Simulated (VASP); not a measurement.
Output of a VASP run:

OSZICAR:
```
       N       E                     dE             d eps       ncg     rms          rms(c)
DAV:   1     0.246962095817E+03    0.24696E+03   -0.14521E+04  2552   0.127E+03
DAV:   2    -0.116824269787E+02   -0.25864E+03   -0.25173E+03  3304   0.457E+02
DAV:   3    -0.291824812969E+02   -0.17500E+02   -0.16886E+02  4688   0.874E+01
DAV:   4    -0.300588027211E+02   -0.87632E+00   -0.86464E+00  3568   0.177E+01
DAV:   5    -0.301109582038E+02   -0.52155E-01   -0.51686E-01  4172   0.414E+00    0.104E+01
DAV:   6    -0.288231716345E+02    0.12878E+01   -0.58368E+00  3508   0.175E+01    0.334E+00
DAV:   7    -0.286867019939E+02    0.13647E+00   -0.57079E-01  3728   0.460E+00    0.178E+00
DAV:   8    -0.286750321330E+02    0.11670E-01   -0.12876E-01  4296   0.289E+00    0.921E-01
DAV:   9    -0.286772508902E+02   -0.22188E-02   -0.20948E-02  3336   0.134E+00    0.133E-01
DAV:  10    -0.286757561482E+02    0.14947E-02   -0.64895E-03  3508   0.425E-01    0.527E-02
DAV:  11    -0.286757960233E+02   -0.39875E-04   -0.70961E-04  3852   0.137E-01    0.351E-02
DAV:  12    -0.286758112076E+02   -0.15184E-04   -0.12952E-04  3600   0.903E-02    0.816E-03
DAV:  13    -0.286758071191E+02    0.40885E-05   -0.82260E-06  3936   0.251E-02    0.346E-03
DAV:  14    -0.286758075307E+02   -0.41156E-06   -0.23145E-07  2548   0.434E-03    0.240E-03
DAV:  15    -0.286758096545E+02   -0.21238E-05   -0.32204E-07  2644   0.446E-03    0.604E-04
DAV:  16    -0.286758099310E+02   -0.27655E-06   -0.27572E-08  1960   0.164E-03    0.334E-04
DAV:  17    -0.286758101655E+02   -0.23443E-06   -0.17611E-08  1972   0.122E-03    0.151E-04
DAV:  18    -0.286758101928E+02   -0.27364E-07   -0.82863E-09  1908   0.106E-03
   1 F= -.28675810E+02 E0= -.28675810E+02  d E =0.000000E+00
```

OUTCAR:
```
------------------------ aborting loop because EDIFF is reached ----------------------------------------
  FORCE on cell =-STRESS in cart. coord.  units (eV):
  Direction    XX          YY          ZZ          XY          YZ          ZX
  --------------------------------------------------------------------------------------
  Total       -0.0650711     -0.0650711      0.1218592     -0.0000000      0.0000000      0.0000000
  in kB       -1.4999410     -1.4999410      2.8089528     -0.0000000      0.0000000      0.0000000
  external PRESSURE =      -0.0636431 kB  Pullay stress =       0.0000000 kB
  volume of cell :       69.51
      direct lattice vectors                 reciprocal lattice vectors
     2.944561833  0.000000000  0.000000000     0.339609102  0.196073403  0.000000000
    -1.472280917  2.550065397  0.000000000     0.000000000  0.392146806  0.000000000
     0.000000000  0.000000000  9.256618858     0.000000000  0.000000000  0.108030806
 POSITION                                       TOTAL-FORCE (eV/Angst)
 -----------------------------------------------------------------------------------
      0.00000      0.00000      0.00000         0.000000      0.000000      0.000000
      0.00000      0.00000      4.62831         0.000000      0.000000      0.000000
     -0.00000      1.70004      2.31415         0.000000     -0.000000     -0.000000
      1.47228      0.85002      6.94246        -0.000000      0.000000     -0.000000
 -----------------------------------------------------------------------------------
    total drift:                               -0.000000      0.000000      0.000000
  FREE ENERGIE OF THE ION-ELECTRON SYSTEM (eV)
  ---------------------------------------------------
  free  energy   TOTEN  =       -28.6758101928 eV

  energy  without entropy=      -28.6758101928  energy(sigma->0) =      -28.67581019

 total charge

# of ion       s       p       d       tot
------------------------------------------
    1        2.197   6.019   2.422  10.637
    2        2.197   6.019   2.422  10.637
    3        0.429   0.375   0.000   0.804
    4        0.429   0.375   0.000   0.804
--------------------------------------------------
tot          5.251  12.788   4.844  22.882
```
(Selected blocks of OUTCAR.)

**POSCAR**
```
NbAl
1
    2.9445618335     0.0000000000    -0.0000000000
   -1.4722809167     2.5500653971    -0.0000000000
   -0.0000000000    -0.0000000000     9.2566188584
Nb Al
2 2
Direct
  0.0000000000   0.0000000000   0.0000000000
  0.0000000000   0.0000000000   0.5000000000
  0.3333330000   0.6666670000   0.2500000000
  0.6666670000   0.3333330000   0.7500000000
```

Write an INCAR and KPOINTS that could have produced this output.

One answer among several that fit: the input of the run itself, PBE GGA, plane waves, VASP's PBE PAW potentials (set 64).

### INCAR
```
# general
SYSTEM   =  NbAl
PREC     =  Accurate
ENCUT    =  400
LREAL    =  F
LASPH    =  T

# electronic loop
EDIFF    =  1E-7
NELM     =  100
ALGO     =  Normal
LMAXMIX  =  4

# smearing
ISMEAR   =  -5

# functional
GGA      =  PE

# ions
ISIF     =  2

# output
LWAVE    =  F
LCHARG   =  T
LORBIT   =  11
NEDOS    =  601

# other
LEFG     =  T
```

KPOINTS:
```
kpoints
0
Gamma
 13 13 4
```

POTCAR, in this order: Nb_sv Al (PBE.64 set). Program: vasp_std.

For a metal the tetrahedron method with Blöchl corrections gives inexact stress and forces.

The structure was generated: NbAl was put into the NiAs type type (P6_3/mmc), which need not be its known phase. It was relaxed first, which changed the volume by -38 %.
